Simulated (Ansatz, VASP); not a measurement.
# Cross-check of TiGe2Au between VASP and Ansatz, part 2 of 2

One calculation is typed for both programs; each brings its own data sets and cutoff. How far apart do they land? The cell is invented: As first built, before any earlier steps moved the atoms (in the runner's words): it takes the Ti3Ag structure with some of its atoms replaced by other elements, volume scaled by an estimate. It may not be a known or stable phase. The cell is taken from a series of VASP runs on this material, whose earlier steps may have relaxed, scaled or displaced it; both programs get it as it stands.

VASP 6.6.1 and Ansatz 0.2.0.

So far: Starting point; VASP: relaxation of cell and atoms, PBEsol.

## (3) Ansatz: relaxation of cell and atoms, PBEsol

Level of this step: Ansatz beside VASP: Kohn-Sham DFT, plane waves, PBEsol (Ansatz).

Ansatz runs on its default PAW (the set named soft_2) files.

The same cell, functional, mesh and smearing now go to Ansatz, which takes its cutoff from its data sets.

File input.yaml:

```yaml
crystal:
  lattice:
    - [4.08239, 0.0, 0.0]
    - [0.0, 4.08239, 0.0]
    - [0.0, 0.0, 3.851311]
  atoms:
    - { symbol: Au, position: [0.0, 0.0, 0.0] }
    - { symbol: Ge, position: [0.0, 0.5, 0.5] }
    - { symbol: Ge, position: [0.5, 0.0, 0.5] }
    - { symbol: Ti, position: [0.5, 0.5, 0.0] }
hamiltonian:
  xc: pbesol
  pseudopotentials: { kind: paw }
kpoints:
  mp_grid: { grid: [7, 7, 7] }
scf:
  occupations: { method: fermi_dirac, width: 0.05 }
relax:
  f_tol: 0.01
  max_steps: 60
  cell: { stress_tol: 0.05 }
output:
  forces: true
  stress: true
```

Command:

```sh
ansatz run input.yaml --threads 4 --pin off --max-ram 9216MiB --backend cpu --events-out ev --progress --plain --runs-dir out
```

Numbers of over 12 decimals in the logs are rounded to 6 here.

Output:

```text
Engine: ansatz 0.2.0, aarch64-unknown-linux-gnu
Pseudopotentials: kind: paw
Pseudopotential: Au, paw, valence charge 19, recommended cutoff 420 eV (normal), Au.paw.azcp
Pseudopotential: Ge, paw, valence charge 14, recommended cutoff 420 eV (normal), Ge.paw.azcp
Pseudopotential: Ti, paw, valence charge 12, recommended cutoff 420 eV (normal), Ti.paw.azcp
Functional definition: PBEsol
  exchange = pbesol_x
  correlation = pbesol_c
Crystal: 4 atoms, lattice volume = 64.186 Å³
Basis set: ecut = 420 eV, 1277 PW (Γ), exchange–correlation on 60×60×54 points (8 copies of the dense FFT grid, shifted against one another)
Bands: 36, of which v1, the nominal top of the filled ones, is band 30 counted from 1 (29 counted from 0)
Symmetry: 16 space group operations
Space group: P4/mmm (ITA 123), of the structure as read, at distance tolerance 4.0e-5 Å
k-points: 40 of 343
Non-local potential: Au, projectors of the file, l = 0: 3, l = 1: 2, l = 2: 2, l = 3: 1
Non-local potential: Ge, projectors of the file, l = 0: 2, l = 1: 2, l = 2: 3, l = 3: 1
Non-local potential: Ti, projectors of the file, l = 0: 3, l = 1: 2, l = 2: 3, l = 3: 1
PAW form: soft (Blöchl's): semilocal exchange-correlation on the pseudo side does not see the compensation charge
PAW frozen core: Au, regenerated for the run's functional, and the local potential with it (the file was generated under x = pbe(κ = 0.804, μ = 0.219515), c = pbe(β = 0.066725))
PAW frozen core: Ge, regenerated for the run's functional, and the local potential with it (the file was generated under x = pbe(κ = 0.804, μ = 0.219515), c = pbe(β = 0.066725))
PAW frozen core: Ti, regenerated for the run's functional, and the local potential with it (the file was generated under x = pbe(κ = 0.804, μ = 0.219515), c = pbe(β = 0.066725))
PAW one-centre angular grid: Au, 590 points (default); XC on 64 Gauss nodes
PAW one-centre angular grid: Ge, 590 points (default); XC on 64 Gauss nodes
PAW one-centre angular grid: Ti, 590 points (default); XC on 64 Gauss nodes
Initial density: superposition of atomic densities (neutral atoms: chi_scale 0, normalization atom), corrected by the library's trained network
Initial wavefunctions: pseudopotential atomic-orbital guess
Functional: x = pbesol(κ = 0.804, μ = 0.123457), c = pbesol(β = 0.046)
SCF iter   1: F=—  HF=-23989.065014 eV  |F-HF|=—  |Δ(HF+E_count)|=         —  Δρ=9.95e-3  dr2=8.67e-2  ethr=1.77e-3  ⟨swp⟩=5.3  Hψ=4721  notcnv=0
preconditioner: auto → Kerker (q_TF=auto, 2.690 Å⁻¹)  [metal: Δε(μ)=0.012 eV  Ē_g=16.442 eV  σ=0.050 eV  W_gap=0.06  n_scr=18 (ndim 8)  ℏωp=30.4 eV  f_vac=0.000  D(μ)=2.21/eV (n_scr^D=18)]
SCF iter   2: F=—  HF=-23989.057783 eV  |F-HF|=—  |Δ(HF+E_count)|=   7.23e-3  Δρ=5.31e-3  dr2=2.67e-2  ethr=1.47e-4  ⟨swp⟩=2.0  Hψ=1980  notcnv=0  defer=8
SCF iter   3: F=—  HF=-23989.054962 eV  |F-HF|=—  |Δ(HF+E_count)|=   2.82e-3  Δρ=6.70e-4  dr2=1.96e-4  ethr=4.52e-5  ⟨swp⟩=2.0  Hψ=1744  notcnv=0  defer=8
SCF iter   4: F=—  HF=-23989.054792 eV  |F-HF|=—  |Δ(HF+E_count)|=   1.71e-4  Δρ=3.46e-4  dr2=4.84e-5  ethr=3.32e-7  ⟨swp⟩=2.0  Hψ=2287  notcnv=0  defer=8
SCF iter   5: F=—  HF=-23989.054734 eV  |F-HF|=—  |Δ(HF+E_count)|=   5.72e-5  Δρ=9.73e-5  dr2=6.64e-6  ethr=8.20e-8  ⟨swp⟩=2.0  Hψ=2363  notcnv=0  defer=8
SCF iter   6: F=—  HF=-23989.054734 eV  |F-HF|=—  |Δ(HF+E_count)|=   7.17e-7  Δρ=1.63e-5  dr2=3.15e-7  ethr=1.13e-8  ⟨swp⟩=2.0  Hψ=1841  notcnv=0  defer=8
SCF iter   7: F=-23989.054733 eV  HF=-23989.054733 eV  |F-HF|=1.49e-8  |Δ(HF+E_count)|=   7.80e-8  Δρ=4.25e-6  dr2=2.12e-8  ethr=1.69e-10  ⟨swp⟩=4.2  Hψ=4425  notcnv=0
SCF 1 converged in 7 iterations: F = -23989.054733 eV  dr2 = 2.12e-8
  greatest PAW one-centre occupation: 1.001 electrons in one spin orbital (limit 2), on the Au atom at site 0 (counted from 0), in its partial waves of l = 0
relax step   1: F+E_penalty+E_count = -23989.05473347 eV  Δ(F+E_penalty+E_count) = +0.000e0 eV  max|allowed force component| = 1.814e-29 eV/Å  Δτ_max = 0.0000 Å  P = +1.158 GPa  Ω = 64.186 Å³  (7 SCF iters, dr2 threshold 1.00e-7 eV, accepted)
[...]
relax step   2: F+E_penalty+E_count = -23989.16959670 eV  Δ(F+E_penalty+E_count) = -1.149e-1 eV  max|allowed force component| = 2.150e-29 eV/Å  Δτ_max = 0.0000 Å  P = -1.501 GPa  Ω = 65.196 Å³  energy of the carried Pulay correction = -2.802e-4 eV  (6 SCF iters, dr2 threshold 4.00e-7 eV, accepted)
[...]
relax step   3: F+E_penalty+E_count = -23989.17340747 eV  Δ(F+E_penalty+E_count) = -3.811e-3 eV  max|allowed force component| = 3.343e-29 eV/Å  Δτ_max = 0.0000 Å  P = +1.537 GPa  Ω = 63.645 Å³  energy of the carried Pulay correction = +4.337e-5 eV  (7 SCF iters, dr2 threshold 4.00e-7 eV, accepted)
[...]
relax step   4: F+E_penalty+E_count = -23989.17714674 eV  Δ(F+E_penalty+E_count) = -3.739e-3 eV  max|allowed force component| = 2.051e-29 eV/Å  Δτ_max = 0.0000 Å  P = -0.009 GPa  Ω = 64.396 Å³  energy of the carried Pulay correction = -1.179e-4 eV  (6 SCF iters, dr2 threshold 4.00e-7 eV, accepted)
[...]
relax step   5: F+E_penalty+E_count = -23989.17715762 eV  Δ(F+E_penalty+E_count) = -1.088e-5 eV  max|allowed force component| = 3.826e-29 eV/Å  Δτ_max = 0.0000 Å  P = +0.004 GPa  Ω = 64.389 Å³  energy of the carried Pulay correction = -1.168e-4 eV  (6 SCF iters, dr2 threshold 8.56e-9 eV, accepted)
[...]
relax step   6: F+E_penalty+E_count = -23989.17740986 eV  Δ(F+E_penalty+E_count) = -2.522e-4 eV  max|allowed force component| = 1.057e-28 eV/Å  Δτ_max = 0.0000 Å  P = +0.017 GPa  Ω = 64.389 Å³  stress off target by 2.81e-2 GPa  SCF on the basis re-selected at this cell (its energy is not comparable with the rows above)  (6 SCF iters)
basis re-selected at this cell: Δ(F+E_penalty+E_count) = -2.522e-4 eV, ΔP = +0.014 GPa vs the last step (what re-selecting the basis moved, of the pressure what is left beyond the Pulay correction that the steps carried, after the strain that the cell walked since its last selection, with what the two solves' SCF thresholds leave and, on support functions, any second-order correction that the steps lacked; it is no measure of the basis error at this ecutwfc). The dense FFT grid was sized anew with the basis: this SCF ran on 30×30×25 points, the steps before it on 30×30×27, so part of this shift can come from that change (see relax.cell in the input reference). [rest of the remark cut]
SCF converged after 6 iterations
Free energy (F): -23989.177410 eV
Harris-Foulkes:  -23989.177410 eV  (|F-HF|=0.00e0)
Internal energy: -23989.157693 eV  (E = F + TS)
E sigma→0 (E₀):  -23989.167552 eV
Entropy (-TS):   -0.019717 eV (-4.929 meV/atom)
Fermi energy:    16.171264 eV
--- Per-component energies (eV) ---
  E_band       = -529.837252
  E_kinetic    = 1103.226584
  E_local      = -6587.224826  (includes V_loc(G=0)·N_el)
  E_nonlocal   = 923.524093
  E_hartree    = 2857.931313
  E_xc         = -476.881655
  E_vxc        = -530.351777  (∫ρ·V_xc dr)
  E_paw        = -14543.156114  (= ΣΔE_a)
  E_vpaw       = -1154.876341  (= ΣTr[D̂ρ^β])
  E_aug_tail   = 0.002220  (compensation charges beyond the density's cutoff)
  E_ewald      = -7268.864045
  E_core_change = 2.284736  (= ΣΔE_core)
  E_smearing   = -0.019717  (= −TS)
  E_closure    = 0.000000  (closes the sum)
  Σ components = -23989.177410   (vs F -23989.177410, Δ=0.00e0)
--- Forces (eV/Å), atoms counted from 1 ---
  atom   1  Au    -0.00000000    -0.00000000     0.00000000
  atom   2  Ge     0.00000000    -0.00000000     0.00000000
  atom   3  Ge    -0.00000000    -0.00000000     0.00000000
  atom   4  Ti    -0.00000000    -0.00000000     0.00000000
  max |Σ_I F_I| component: 1.83e-28 eV/Å
--- Stress (GPa, compression-positive) ---
        0.028093       0.000000       0.000000
        0.000000       0.028093       0.000000
        0.000000       0.000000      -0.004817
  P = ⅓ Tr σ = 0.0171 GPa (0.171 kbar)
--- Relaxed structure (5 steps of the walk, 5 accepted, 1 SCFs on fresh bases) ---
  F+E_penalty+E_count = -23989.17740986 eV   max|allowed force component| = 1.057e-28 eV/Å   (the final SCF, on the basis selected at the relaxed cell)
  cell:  # Å, volume = 64.3887 Å³
    - [4.224391, 0, 0.0]
    - [0, 4.224391, 0.0]
    - [0.0, 0.0, 3.608126]
  atoms:
    - { symbol: Au, position: [0, 0, 0.0] }
    - { symbol: Ge, position: [0, 0.500000, 0.500000] }
    - { symbol: Ge, position: [0.500000, 0, 0.500000] }
    - { symbol: Ti, position: [0.500000, 0.500000, 0.0] }
```

Run time: 6.8 s. Hardware: 4 threads of Arm Neoverse V2, shared host; peak memory 0.45 GiB; 25 s of CPU time.

## (4) Side by side

Known differences besides the potentials themselves: both relaxations stop at a tolerance, which leaves soft axes loose, and VASP keeps its plane-wave basis; the data sets hold 59 valence electrons in Ansatz (default PAW (the set named soft_2) files) and 51 in VASP; the cutoff is 420 eV in Ansatz and 520 eV in VASP; Ansatz makes its cores anew for this functional, VASP keeps those of its PBE data sets; VASP leaves aspherical gradient terms in its spheres out (LASPH is not set), Ansatz keeps them; Ansatz adds a Pulay correction to the stress that steers its cell, VASP none. Total energies have different zeros and are not compared.

Compared:

```
                                         quantity  Ansatz   VASP  difference
                                      volume (Å³)   64.39  64.40     -0.01 %
edge a after relaxation, in the typed setting (Å)   4.224  4.224     +0.02 %
edge c after relaxation, in the typed setting (Å)   3.608  3.610     -0.05 %
```

The walks stopped with 0.02 GPa left in Ansatz and -0.06 GPa in VASP; each walk ends within a tolerance, so the volume difference is uncertain by about these residues over the bulk modulus, most in soft cells.

## (5) Outcome

- difference in edge c after relaxation, in the typed setting (relaxation of cell and atoms, PBEsol): -0.053 %

The difference in edge c after relaxation, in the typed setting is -0.053 % (relaxation of cell and atoms, PBEsol), within the 1.2 % picked in this series as the mark of a large difference, as far as the stopping tolerances let one tell. How closely two codes agree says nothing of how well the functional describes the real material.

[Lines on the potential files, build, host, timing and source positions are cut from VASP's logs without a mark.]

[Logs are printed without paths, hosts, clocks, repeated set-up lines and the standing remarks that a program may print on its own settings, such as how far it seeks lower states.]

[Hosts, paths, dates, database ids (printed as entryN), source tags and the programs' standing remarks are cut or masked in the printed files.]
